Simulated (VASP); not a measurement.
VASP ran on this input.

INCAR:
```
ALGO = Normal
EDIFF = 1E-6
EDIFFG = -0.01
ENCUT = 400
IBRION = 2
ISIF = 3
ISMEAR = 0
LASPH = .TRUE.
LCHARG = .FALSE.
LMAXMIX = 4
LREAL = .FALSE.
LWAVE = .FALSE.
NELM = 100
NSW = 60
PREC = Accurate
SIGMA = 0.05
SYSTEM = CsBr
```

### POSCAR
```
CsBr
1
    4.2900000000     0.0000000000     0.0000000000
    0.0000000000     4.2900000000     0.0000000000
    0.0000000000     0.0000000000     4.2900000000
Cs Br
1 1
Direct
  0.0000000000   0.0000000000   0.0000000000
  0.5000000000   0.5000000000   0.5000000000
```

### KPOINTS
```
Automatic mesh
0
Gamma
6 6 6
0 0 0
```

POTCAR, in this order: Cs_sv Br (LDA.64 set). Program: vasp_std.

Write an equivalent input for Quantum ESPRESSO's pw.x.

One equivalent input (not run):
```
&CONTROL
  calculation = 'vc-relax'
  pseudo_dir = './pseudo'
  outdir = './out'
  tprnfor = .true.
  tstress = .true.
  nstep = 60
  forc_conv_thr = 0.00039
/
&SYSTEM
  ibrav = 0
  nat = 2
  ntyp = 2
  ecutwfc = 48
  occupations = 'smearing'
  smearing = 'gaussian'
  degauss = 0.003675
  input_dft = 'pz'
/
&ELECTRONS
  conv_thr = 7.3e-08
  electron_maxstep = 100
/
&IONS
/
&CELL
/
ATOMIC_SPECIES
  Cs 132.905 Cs.upf
  Br 79.904 Br.upf
CELL_PARAMETERS angstrom
     4.2900000    0.0000000    0.0000000
     0.0000000    4.2900000    0.0000000
     0.0000000    0.0000000    4.2900000
ATOMIC_POSITIONS crystal
  Cs   0.0000000  0.0000000  0.0000000
  Br   0.5000000  0.5000000  0.5000000
K_POINTS automatic
  6 6 6 0 0 0
```
The two are equivalent in intent, not identical: the potentials are each code's own (VASP's PAW set, PseudoDojo norm-conserving files in pw.x), so ENCUT and ecutwfc are chosen apart and not converted; conv_thr bounds pw.x's estimated SCF error, while EDIFF bounds the energy change between steps; forc_conv_thr acts on force components and is met together with etot_conv_thr.

The compound is CsBr in the CsCl type structure. This run relaxes it. Symmetry was kept, so distortions that lower it aren't found.
